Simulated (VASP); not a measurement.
Input:

```
BN
1.0
    1.27529    -2.20886     0.00000
    1.27529     2.20886     0.00000
    0.00000     0.00000     6.78388
B N
2 2
Direct
  0.33333   0.66667   0.25000
  0.66667   0.33333   0.75000
  0.66667   0.33333   0.25000
  0.33333   0.66667   0.75000
```

Method: LDA (Ceperley-Alder, Perdew-Zunger), VASP's LDA PAW potentials (set 64) (plane waves; VASP). Settings: 400 eV cut-off, 10×10×4 Γ-centred mesh, Fermi-Dirac smearing of 0.020 eV, potentials B N.

### Question
Give the energies of bands 3 to 11 at the high-symmetry points, in eV from the valence-band maximum.

### Answer

```json
[
 {"band": "3", "Γ": "-6.02", "M": "-8.70", "K": "-7.77", "A": "-5.12", "L": "-8.67", "H": "-7.69"},
 {"band": "4", "Γ": "-3.98", "M": "-8.63", "K": "-7.61", "A": "-5.12", "L": "-8.67", "H": "-7.69"},
 {"band": "5", "Γ": "-1.44", "M": "-4.12", "K": "-7.03", "A": "-1.42", "L": "-4.09", "H": "-7.04"},
 {"band": "6", "Γ": "-1.44", "M": "-4.06", "K": "-7.03", "A": "-1.42", "L": "-4.09", "H": "-7.04"},
 {"band": "7", "Γ": "-1.40", "M": "-1.42", "K": "-0.12", "A": "-1.42", "L": "-0.93", "H": "-0.04"},
 {"band": "8", "Γ": "-1.40", "M": "-0.46", "K": "-0.12", "A": "-1.42", "L": "-0.93", "H": "-0.04"},
 {"band": "9", "Γ": "4.76", "M": "3.98", "K": "4.53", "A": "7.00", "L": "4.42", "H": "4.33"},
 {"band": "10", "Γ": "9.57", "M": "5.28", "K": "4.53", "A": "7.00", "L": "4.42", "H": "4.33"},
 {"band": "11", "Γ": "10.96", "M": "8.91", "K": "10.24", "A": "11.00", "L": "9.28", "H": "11.39"}
]
```

The gap is indirect, 3.98 eV, from the valence maximum at (0.30, 0.30, 0.00) to the conduction minimum at M.

The structure is a typed BN crystal (P6_3/mmc). The cell was not relaxed at this level.
